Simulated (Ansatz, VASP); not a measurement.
**Si26PtC27 (Pt_Si): VASP beside Ansatz**

Wanted: the spread between two codes on one cell, functional and k mesh. The cell is taken from a series of runs on this material, whose earlier steps may have relaxed, scaled, displaced or heated it; both programs get it as it stands.

Calculated with Ansatz 0.2.0; plane waves, with VASP 6.6.1 beside it; single point at r2SCAN.

### Step 1. Starting point

The cell holds 54 atoms: 26 Si, 27 C and 1 Pt. Its edges and angles: a = 9.242 Å, b = 9.242 Å, c = 9.242 Å, α = 60.0°, β = 60.0°, γ = 60.0°. It derives from SiC (SiC (F-43m)). Nearest the centre at fractional (0.333, 0.667, 0.667): Pt54 at 0.03 Å, C44 at 2.05 Å, C41 at 2.06 Å, C43 at 2.07 Å, C35 at 2.08 Å, Si26 at 3.07 Å, Si25 at 3.08 Å, Si12 at 3.08 Å.

Coordinates:

```xyz
54
Lattice="0.0000 6.5349 6.5349 6.5349 0.0000 6.5349 6.5349 6.5349 0.0000" Properties=species:S:1:pos:R:3 pbc="T T T"
Si    6.5375   13.0585    6.5273
Si    2.1823    8.7031    6.5271
Si    4.3691   10.8752    6.5326
Si    8.7173   13.0578    8.7113
Si    4.3582    8.6989    8.7074
Si    6.5430   10.8833    8.7061
Si    4.3665    6.5242   10.8866
Si    6.5429    8.6976   10.8832
Si    8.7181   10.8737   10.8833
Si    6.5324    8.7032    2.1711
Si    2.1834    4.3415    2.1714
Si   10.8986    6.5308    8.7020
Si    2.1836    2.1718    4.3518
Si    4.3569    4.3483    4.3483
Si    6.5330    6.5234    4.3482
Si    4.3641    2.1695    6.5305
Si    6.5313    4.3370    6.5229
Si    6.5376   10.8782    4.3485
Si    2.1829    6.5235    4.3428
Si    4.3632    8.7037    4.3438
Si    8.7180   10.8779    6.5274
Si    4.3625    6.5229    6.5271
Si    6.5346    8.7093    6.5326
Si   10.8977   10.8730    8.7061
Si    6.5358    6.5241    8.7063
Si    8.7254    8.7039    8.7019
C     1.0939    1.0780    1.0838
C     3.2738    3.2519    1.0841
C     5.4554    5.4336    1.0842
C     3.2725    1.0781    3.2634
C     5.4508    3.2564    3.2605
C     7.6286    5.4341    3.2620
C     5.4552    1.0798    5.4371
C     7.6273    3.2501    5.4365
C     9.9139    5.3239    5.3423
C     1.0934    3.2560    3.2611
C     3.2728    5.4349    3.2565
C     5.4489    7.6077    3.2585
C     3.2740    3.2605    5.4371
C     5.4442    5.4329    5.4365
C     7.5178    7.7189    5.3424
C     5.4487    3.2543    7.6100
C     7.5182    5.3244    7.7092
C     9.9123    7.7174    7.7084
C     1.0949    5.4353    5.4374
C     3.2725    7.6131    5.4368
C     5.4515    9.7920    5.4401
C     3.2723    5.4343    7.6187
C     5.4460    7.6144    7.6191
C     7.6280    9.7956    7.6190
C     5.4505    5.4341    9.7960
C     7.6293    7.6134    9.7914
C     9.8021    9.7894    9.7933
Pt    8.7057    6.5115    6.5135
```

### Step 2. Ansatz: single point, r2SCAN, pair 1

Ansatz runs on its PAW soft_1 files.

With cell and atoms fixed, the geometry can't cause a difference; cores, projectors, grids and the points listed under the comparison can.

File input.yaml:

```yaml
crystal:
  checkpoint: "../qm1_M1.relax.run"
  host: checkpoint
basis:
  ecutwfc: 500
  xc_grid: 2
hamiltonian:
  xc: r2scan
  pseudopotentials: { kind: paw, azcp: { folder: soft_1 } }
kpoints:
  mp_grid: { grid: [2, 2, 2], shift: [0.5, 0.5, 0.5] }
scf:
  occupations: { method: fixed }
  max_iter: 100
output:
  forces: true
  eigenvalues: true
  charged_corrections: { defect_position: [0.333333, 0.666667, 0.666667] }
checkpoint:
  read: "../qm1_M1.relax.run"
  write: "../qm1_M1.point_neutral.run"
  compress: false
  write_wavefunctions: false
  write_every: 100000
```

Command:

```sh
$ ansatz run input.yaml --threads 4 --pin off --max-ram 7536MiB --backend cpu --events-out ev --progress --plain --runs-dir out
```

Numbers of over 12 decimals in the logs are rounded to 6 here.

What it wrote:

```text
Warning: checkpoint.read: spin treatment differs: saved collinear, current unpolarized; the saved charge density seeds this run and the saved magnetisation is not carried: this deck is unpolarised; the saved density holds an absolute magnetisation of 1.2e0 μB; saved orbitals and DFT+U occupations are not carried; the saved kinetic-energy density and PAW projector densities are carried summed over spin
checkpoint.read: the saved state was converged at a total charge of -1 e, and this run's is 0 e: a saved density that it takes is scaled to its electron count
crystal.checkpoint: the structure is that of <dir>, a `relax` run, at its step 6: its result, under r2scan at a charge of -1 e; 54 atoms read, 0 with a starting moment; this deck's charge is 0 e; crystal.structure_sha256 for this input is
Engine: ansatz 0.2.0, aarch64-unknown-linux-gnu
Pseudopotentials: kind: paw
Pseudopotential: Si, paw, valence charge 4, recommended cutoff 500 eV (meta_gga), soft_1/Si.paw.azcp
Pseudopotential: C, paw, valence charge 4, recommended cutoff 500 eV (meta_gga), soft_1/C.paw.azcp
Pseudopotential: Pt, paw, valence charge 18, recommended cutoff 500 eV (meta_gga), soft_1/Pt.paw.azcp
Functional definition: r2SCAN
  parameter k0 = 0.174
  parameter k1 = 0.065
  parameter a1 = 4.9479
  exchange = r2scan_x(k0 = k0, k1 = k1, a1 = a1)
  correlation = r2scan_c
Crystal: 54 atoms, lattice volume = 558.142 Å³
Basis set: ecut = 500 eV, 14163 PW (Γ), exchange–correlation on 144×144×144 points (8 copies of the dense FFT grid, shifted against one another)
Bands: 169, of which v1, the nominal top of the filled ones, is band 115 counted from 1 (114 counted from 0)
Symmetry: 1 space group operations
Space group: P1 (ITA 1), of the structure as read, at distance tolerance 8.2e-5 Å
k-points: 4 of 8 (time reversal used)
Non-local potential: Si, projectors of the file, l = 0: 2, l = 1: 2, l = 2: 1
Non-local potential: C, projectors of the file, l = 0: 2, l = 1: 2, l = 2: 1
Non-local potential: Pt, projectors of the file, l = 0: 3, l = 1: 2, l = 2: 2, l = 3: 1
PAW form: soft (Blöchl's): semilocal exchange-correlation on the pseudo side does not see the compensation charge
PAW frozen core: Si, regenerated for the run's functional (the file was generated under x = pbe(κ = 0.804, μ = 0.219515), c = pbe(β = 0.066725))
PAW frozen core: C, regenerated for the run's functional (the file was generated under x = pbe(κ = 0.804, μ = 0.219515), c = pbe(β = 0.066725))
PAW frozen core: Pt, regenerated for the run's functional (the file was generated under x = pbe(κ = 0.804, μ = 0.219515), c = pbe(β = 0.066725))
PAW one-centre angular grid: Si, 302 points (default); XC on 160 Gauss nodes
PAW one-centre angular grid: C, 302 points (default); XC on 219 of its mesh's 2255 points in the sphere
PAW one-centre angular grid: Pt, 590 points (default); XC on 160 Gauss nodes
Initial density: read from a saved state, or passed on in memory by an earlier SCF of this step, an earlier step, the calling program or the single point that the run made first
Initial wavefunctions: pseudopotential atomic-orbital guess
Functional: x = r2scan, c = r2scan; τ floored in thin density (d = 2e-4 eV/Å³)
iter 1 solved again at ethr=1.79e-4 eV; its pass at ethr=3.10e-3 eV (dr2=4.12e-1 eV) is discarded
SCF iter   1: F=—  HF=-35960.038588 eV  |F-HF|=—  |Δ(HF+E_count)|=         —  Δρ=6.95e-3  dr2=4.08e-1  dr2_τ=1.52e-2  ethr=1.79e-4  ⟨swp⟩=1.0  Hψ=3342  notcnv=0  defer=208
preconditioner: auto → Resta (q_TF=auto, 2.354 Å⁻¹)  ε∞=4.4  [insulator: Δε(μ)=0.087 eV  Ē_g=12.679 eV  n_scr=112 (ndim 8)  ℏωp=23.4 eV  f_vac=0.000  ε∞_Penn≈4.4]
SCF iter   2: F=—  HF=-35959.953233 eV  |F-HF|=—  |Δ(HF+E_count)|=   8.54e-2  Δρ=2.92e-3  dr2=9.29e-2  dr2_τ=1.60e-2  ethr=1.77e-4  ⟨swp⟩=3.0  Hψ=957  notcnv=0  defer=208
SCF iter   3: F=—  HF=-35959.944342 eV  |F-HF|=—  |Δ(HF+E_count)|=   8.89e-3  Δρ=1.88e-3  dr2=2.24e-2  dr2_τ=3.39e-3  ethr=4.04e-5  ⟨swp⟩=3.0  Hψ=766  notcnv=0  defer=208
SCF iter   4: F=—  HF=-35959.942306 eV  |F-HF|=—  |Δ(HF+E_count)|=   2.04e-3  Δρ=5.65e-4  dr2=2.19e-3  dr2_τ=2.04e-4  ethr=9.75e-6  ⟨swp⟩=3.0  Hψ=1091  notcnv=0  defer=64
automatic band count: iteration 4 solves 133 bands in place of 169: the levels show a gap, and the empty bands left out lie too high to hold charge; the band table lists the bands solved (type scf.n_extra_bands for more)
SCF iter   5: F=—  HF=-35959.942490 eV  |F-HF|=—  |Δ(HF+E_count)|=   1.84e-4  Δρ=1.40e-4  dr2=9.05e-5  dr2_τ=8.51e-6  ethr=9.51e-7  ⟨swp⟩=2.0  Hψ=761  notcnv=0  defer=64
SCF iter   6: F=—  HF=-35959.942263 eV  |F-HF|=—  |Δ(HF+E_count)|=   2.27e-4  Δρ=4.48e-5  dr2=1.15e-5  dr2_τ=1.36e-6  ethr=3.94e-8  ⟨swp⟩=2.0  Hψ=945  notcnv=0  defer=52
SCF iter   7: F=—  HF=-35959.942265 eV  |F-HF|=—  |Δ(HF+E_count)|=   2.28e-6  Δρ=1.12e-5  dr2=6.44e-7  dr2_τ=7.24e-8  ethr=5.02e-9  ⟨swp⟩=2.0  Hψ=865  notcnv=0  defer=52
[...]
SCF converged after 9 iterations
Free energy (F): -35959.942265 eV
Harris-Foulkes:  -35959.942265 eV  (|F-HF|=1.38e-9)
Internal energy: -35959.942265 eV  (E = F + TS)
E sigma→0 (E₀):  -35959.942265 eV
Fermi energy:    10.922773 eV
--- Per-component energies (eV) ---
  E_band       = 361.096654
  E_kinetic    = 4169.788583
  E_local      = -5757.385931  (includes V_loc(G=0)·N_el)
  E_nonlocal   = 1376.842201
  E_hartree    = 2210.375288
  E_xc         = -2906.683275
  E_vxc        = -3430.398707  (∫ρ·V_xc dr)
  E_paw        = -25730.394423  (= ΣΔE_a)
  E_vpaw       = -584.434705  (= ΣTr[D̂ρ^β])
  E_aug_tail   = 0.001118  (compensation charges beyond the density's cutoff)
  E_vtau       = 165.931876  (kinetic-family band-sum trace: ∫τ·v_τ [+ j·A + Jᵃ·Aᵃ] dr)
  E_ewald      = -9319.598054
  E_core_change = -2.887772  (= ΣΔE_core)
  E_smearing   = -0.000000  (= −TS)
  E_closure    = 0.000000  (closes the sum)
  Σ components = -35959.942265   (vs F -35959.942265, Δ=0.00e0)
--- Forces (eV/Å), atoms counted from 1 ---
  atom   1  Si     0.14638512    -0.00962862    -0.00609378
  atom   2  C     -0.05817363     0.02508571     0.02185745
  atom   3  Si     0.04799400    -0.11127556     0.04483058
  atom   4  C     -0.07141460     0.11636031    -0.08188920
  atom   5  Si     0.22561757    -0.31905512     0.41980184
  atom   6  C     -0.13123461     0.10886505    -0.09347931
  atom   7  Si     0.04400652     0.04372409    -0.10309209
  atom   8  C     -0.08145768    -0.08214177     0.12337406
  atom   9  Si     0.05622594     0.05599570     0.04986558
  atom  10  C      0.01185313     0.01118376     0.01359866
  atom  11  Si    -0.09702287    -0.09538914     0.09057456
  atom  12  C      0.07913562     0.07920984     0.16197419
  atom  13  Si     0.21984584     0.33744998    -0.33011141
  atom  14  C     -0.13677106    -0.09003408     0.11272228
  atom  15  Si    -0.09137413     0.08968276    -0.10089542
  atom  16  C      0.07140149     0.16184612     0.07410959
  atom  17  Si    -0.43934218    -0.34984297    -0.37477553
  atom  18  C     -0.07932321     0.39527809     0.22188502
  atom  19  Si     0.20872219    -0.08071773    -0.05857240
  atom  20  C     -0.13598038    -0.00587649    -0.01371939
  atom  21  Si     0.32076214    -0.27765159     0.23304747
  atom  22  C     -0.08852012     0.10800975    -0.11884554
  atom  23  Si     0.32027621    -0.60806327     0.37254876
  atom  24  C     -0.04036993     0.23766032    -0.03892066
[...]
atom  47  Si    -0.32057440     0.22770823     0.41907391
  atom  48  C      0.10871176    -0.13140788    -0.09330484
  atom  49  Si    -0.08203189     0.20739071    -0.06065425
  atom  50  C     -0.00660617    -0.13658679    -0.01484635
  atom  51  Si    -0.28123355     0.32399035     0.23448862
  atom  52  C      0.10743180    -0.08857955    -0.11956606
  atom  53  Si    -0.60577003     0.32207748     0.37119362
  atom  54  C      0.23776227    -0.04014533    -0.03797891
  max |Σ_I F_I| component: 8.78e-3 eV/Å
--- Band table (eV) ---
  k-point 0: bands = [... 111 lower, 9.1118, 9.5060, 9.5072, 10.9228, 11.3705, 11.4079, 12.7696, 12.8217, ... 14 higher]
  k-point 1: bands = [... 111 lower, 9.1793, 9.2100, 9.4711, 10.5997, 11.0161, 11.2354, 12.3579, 13.4229, ... 14 higher]
  k-point 2: bands = [... 111 lower, 9.1791, 9.2025, 9.4591, 10.5622, 11.0173, 11.2582, 12.3626, 13.4223, ... 14 higher]
  k-point 3: bands = [... 111 lower, 9.1791, 9.2021, 9.4587, 10.5606, 11.0175, 11.2590, 12.3628, 13.4224, ... 14 higher]
```

The column dr2 measures how far the density is from self-consistency, as an energy; F and HF (Harris–Foulkes) agree once it is small.

### Step 3. VASP: single point, r2SCAN, pair 1

The same cell, functional and mesh now go to VASP, with its own data sets.

Lines of VASP's logs that name or quote its potential files are left out, and so is its time.

File INCAR:

```
SYSTEM = Si26PtC27
PREC = Accurate
ENCUT = 580
EDIFF = 1E-06
NELM = 120
ISMEAR = 0
SIGMA = 0.01
LREAL = Auto
ALGO = Normal
METAGGA = R2SCAN
LASPH = .TRUE.
NBANDS = 152
LORBIT = 11
LWAVE = .FALSE.
LCHARG = .FALSE.
ISIF = 2
ISYM = 0
GGA_COMPAT = .FALSE.
LMIXTAU = .TRUE.
KPAR = 4
```

File POSCAR:

```
Si26PtC27
1.0
    0.0000000000      6.5348887282      6.5348887282
    6.5348887282      0.0000000000      6.5348887282
    6.5348887282      6.5348887282      0.0000000000
Si C Pt
26 27 1
Direct
    0.9983590512      0.0004820992      0.9999222903
    0.9983235634      0.0004788199      0.3334699027
    0.9976286026      0.0020257087      0.6665488050
    0.9986229232      0.3344174980      0.9995500853
    0.9983439622      0.3341067411      0.3328023222
    0.9982136522      0.3340412321      0.6671939685
    0.9980530626      0.6678718683      0.0003153393
    0.9975580460      0.6678345944      0.3333901672
    0.9976339020      0.6677733307      0.6663104619
    0.3322088738      0.0000253527      0.9995944494
    0.3312638269      0.0010170815      0.3330929573
    0.3316253172      0.9999968916      0.6677541271
    0.3320650564      0.3338654137      0.0002770897
    0.3320383384      0.3333522033      0.3333595034
    0.3319626061      0.3334269372      0.6662825406
    0.3317476693      0.6675752739      0.0002433141
    0.3311959062      0.6669762910      0.3324743835
    0.6648274005      0.0006072818      0.9998084293
    0.6643828962      0.0001659465      0.3338672058
    0.6644550205      0.0002503011      0.6674268197
    0.6646811408      0.3341673063      0.9999084315
    0.6647059237      0.3341057842      0.3334576405
    0.6662203214      0.3334345478      0.6665226421
    0.6642370671      0.6680128275      0.9996011396
    0.6652473368      0.6670348308      0.3331014988
    0.6641615652      0.6674504133      0.6677501466
    0.0817056699      0.0841392185      0.0832502289
    0.0812722516      0.0846200400      0.4163543706
    0.0812805352      0.0846278633      0.7501884188
    0.0817909976      0.4175840898      0.0831841555
    0.0815739200      0.4173645079      0.4167394335
    0.0816799168      0.4174875910      0.7498764674
    0.0812226896      0.7507808259      0.0840065211
    0.0810468429      0.7508741954      0.4162990856
    0.0575582719      0.7599411348      0.7571334864
    0.4149775678      0.0840458309      0.0832778860
    0.4145832783      0.0837351024      0.4170862843
    0.4144860578      0.0841445226      0.7496752963
    0.4149750654      0.4170383179      0.0839650173
    0.4150893351      0.4168265736      0.4162746093
    0.4241442679      0.3933692341      0.7570429002
    0.4143587135      0.7501589502      0.0836264594
    0.4219974759      0.7577057348      0.3927663054
    0.4218492380      0.7577202542      0.7591100476
    0.7481255379      0.0839327047      0.0836088841
    0.7480903127      0.0838720502      0.4168969728
    0.7483395567      0.0841362172      0.7500745408
    0.7483405950      0.4175115012      0.0832359752
    0.7488637237      0.4170408031      0.4163333831
    0.7487999054      0.4171007280      0.7501769422
    0.7482558017      0.7507729774      0.0832923862
    0.7479456685      0.7503774119      0.4170931560
    0.7483412777      0.7502827053      0.7496814058
    0.3304739130      0.6662476303      0.6659458539
```

File KPOINTS:

```
Points of the shifted mesh
8
Reciprocal
 0.2500000000  0.2500000000  0.2500000000 1
 0.2500000000  0.2500000000  0.7500000000 1
 0.2500000000  0.7500000000  0.2500000000 1
 0.2500000000  0.7500000000  0.7500000000 1
 0.7500000000  0.2500000000  0.2500000000 1
 0.7500000000  0.2500000000  0.7500000000 1
 0.7500000000  0.7500000000  0.2500000000 1
 0.7500000000  0.7500000000  0.7500000000 1
```

The projector-augmented-wave data sets are Si, C and Pt (PBE family, release 64).

Command:

```sh
$ mpirun -np 8 vasp_std
```

What it wrote:

```text
[banner, memory and clock lines left out]
running    8 mpi-ranks, on    1 nodes
[...]
|                                                                             |
|           W    W    AA    RRRRR   N    N  II  N    N   GGGG   !!!           |
|           W    W   A  A   R    R  NN   N  II  NN   N  G    G  !!!           |
|           W    W  A    A  R    R  N N  N  II  N N  N  G       !!!           |
|           W WW W  AAAAAA  RRRRR   N  N N  II  N  N N  G  GGG   !            |
|           WW  WW  A    A  R   R   N   NN  II  N   NN  G    G                |
|           W    W  A    A  R    R  N    N  II  N    N   GGGG   !!!           |
|                                                                             |
|     For optimal performance we recommend to set                             |
|       NCORE = 2 up to number-of-cores-per-socket                            |
|     NCORE specifies how many cores store one orbital (NPAR=cpu/NCORE).      |
|     This setting can greatly improve the performance of VASP for DFT.       |
[...]
|               ----> ADVICE to this user running VASP <----                  |
|                                                                             |
|     You enforced a specific xc type in the INCAR file but a different       |
|     [... a line on the potential file left out ...]
|     I HOPE YOU KNOW WHAT YOU ARE DOING!                                     |
|                                                                             |

 LDA part: xc-table for (None), standard interpolation
 POSCAR, INCAR and KPOINTS ok, starting setup
[...]
entering main loop
       N       E                     dE             d eps       ncg     rms          rms(c)
DAV:   1     0.599270357145E+03    0.59927E+03   -0.11238E+05  2432   0.150E+03
DAV:   2    -0.562798317771E+03   -0.11621E+04   -0.10949E+04  2968   0.255E+02
DAV:   3    -0.644713278959E+03   -0.81915E+02   -0.80840E+02  2968   0.628E+01
DAV:   4    -0.646528648957E+03   -0.18154E+01   -0.18077E+01  2984   0.101E+01
[...]
DAV:  18    -0.559432307035E+03   -0.14597E-04   -0.50715E-06  2768   0.725E-03    0.104E-02
DAV:  19    -0.559432319458E+03   -0.12423E-04   -0.49821E-06  2576   0.823E-03    0.195E-03
DAV:  20    -0.559432319774E+03   -0.31594E-06   -0.44300E-07  1432   0.193E-03
   1 F= -.55943232E+03 E0= -.55943232E+03  d E =-.322306E-11
```

OUTCAR, selected parts (step 3):

```text
  Total        8.6933050      8.6716072      8.2543677     -0.1057282     -0.2225923     -0.2169461
  in kB       24.9546172     24.8923324     23.6946231     -0.3034987     -0.6389638     -0.6227559
  external PRESSURE =      24.5138576 kB  Pullay stress =       0.0000000 kB

 POSITION                                       TOTAL-FORCE (eV/Angst)
 -----------------------------------------------------------------------------------
      6.53753     13.05855      6.52732         0.147251     -0.011474     -0.006552
      2.18232      8.70312      6.52706         0.045485     -0.112762      0.043634
      4.36906     10.87521      6.53263         0.225161     -0.315136      0.411494
      8.71733     13.05784      8.71127         0.041393      0.042624     -0.106073
      4.35818      8.69889      8.70742         0.054200      0.056918      0.050157
      6.54296     10.88325      8.70614        -0.095200     -0.091899      0.086580
      4.36653      6.52423     10.88663         0.219296      0.329693     -0.324535
      6.54289      8.69760     10.88316        -0.089352      0.086451     -0.098767
      8.71809     10.87369     10.88325        -0.431115     -0.346350     -0.370676
      6.53240      8.70319      2.17111         0.206412     -0.083074     -0.058655
      2.18337      4.34150      2.17142         0.313032     -0.274078      0.230858
     10.89857      6.53083      8.70200         0.317754     -0.597790      0.366778
      2.18358      2.17182      4.35178         0.325366      0.219636     -0.325255
      4.35689      4.34830      4.34825         0.088686     -0.087283     -0.098083
[...]
-----------------------------------------------------------------------------------
    total drift:                               -0.009500     -0.005325     -0.007020

  FREE ENERGIE OF THE ION-ELECTRON SYSTEM (eV)
  ---------------------------------------------------
  free  energy   TOTEN  =      -559.4323197744 eV

  energy  without entropy=     -559.4323197744  energy(sigma->0) =     -559.43231977

[... 1 further part left out ...]
```

The run ends at a pressure of 2.45 GPa, with forces up to 0.83 eV/Å.

### Step 4. Comparison

Known differences besides the potentials themselves: VASP keeps PBE cores, Ansatz makes them for the functional; fixed occupations in Ansatz, narrow Gaussian smearing in VASP; the data sets hold 230 valence electrons in Ansatz (on its PAW soft_1 files) and 222 in VASP; the cutoff is 500 eV in Ansatz and 580 eV in VASP (PREC = Accurate, projectors in real space). Total energies have different zeros and are not compared.

The two programs side by side:

```
              quantity  Ansatz   VASP  difference
gap on the k mesh (eV)   0.093  0.093       0.000
```

Forces on 9 of the 54 atoms, those with the largest forces and the largest differences (eV/Å; atoms numbered as in POSCAR):

```
atom          Ansatz x, y, z            VASP x, y, z
 Si9  -0.439, -0.350, -0.375  -0.431, -0.346, -0.371
Si12    0.320, -0.608, 0.373    0.318, -0.598, 0.367
Si15  -0.351, -0.439, -0.374  -0.348, -0.433, -0.371
Si16    0.367, 0.369, -0.662    0.364, 0.362, -0.651
Si17  -0.361, -0.359, -0.477  -0.358, -0.355, -0.470
Si26    -0.606, 0.322, 0.371    -0.595, 0.319, 0.368
 C35    -0.079, 0.395, 0.222    -0.049, 0.365, 0.192
 C41    0.401, -0.073, 0.218    0.371, -0.042, 0.189
 C44  -0.427, -0.422, -0.284  -0.396, -0.392, -0.253
```

The forces differ by 8.7 meV/Å r.m.s., which is 4.2 % of the r.m.s. force of 0.206 eV/Å (both taken over all components). A gap on the mesh is an upper bound, since the band edges may lie between its points; neither run holds spin-orbit coupling, which can move the band edges of a compound of Pt.

(Continued in part 2 of 2.)

[Lines on the potential files, build, host, timing and source positions are cut from VASP's logs without a mark.]

[Logs are printed without paths, hosts, clocks, repeated set-up lines and the standing remarks that a program may print on its own settings, such as how far it seeks lower states.]

[Hosts, paths, dates, database ids (printed as entryN), source tags and the programs' standing remarks are cut or masked in the printed files.]
